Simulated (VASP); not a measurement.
A run of VASP 6.6.1:

The input INCAR:

```
PREC = Accurate
ENCUT = 600
EDIFF = 1E-7
ISMEAR = 0
SIGMA = 0.02
LREAL = False
LASPH = True
NELM = 120
ALGO = Normal
ISIF = 3
LWAVE = False
LCHARG = False
GGA = PE
IVDW = 12
IBRION = 2
NSW = 60
EDIFFG = -0.005
```

KPOINTS

```
regular mesh
0
Gamma
  10 10 10
```

File POSCAR:

```
GaP
1.0
    0.0000000000      2.7200000000      2.7200000000
    2.7200000000      0.0000000000      2.7200000000
    2.7200000000      2.7200000000      0.0000000000
Ga P
1 1
Direct
    0.0000000000      0.0000000000      0.0000000000
    0.2500000000      0.2500000000      0.2500000000
```

Potentials or basis: VASP PAW PBE potentials, release 64 (Ga_d, P).

Command:

```console
$ cat potpaw_PBE.64/Ga_d/POTCAR potpaw_PBE.64/P/POTCAR > POTCAR
$ mpirun -np 1 vasp_std > vasp.out
```

Hardware: 1 thread of Intel(R) Xeon(R) 6975P-C (Granite Rapids), on a shared host.

**Question.** Estimate the wall time of this run.

**Answer.** Wall time 21 s on 1 thread of Intel(R) Xeon(R) 6975P-C (Granite Rapids), on a shared host, peak memory 0.2 GiB. Counts: scf iterations 27, k points 47, ion steps 3.
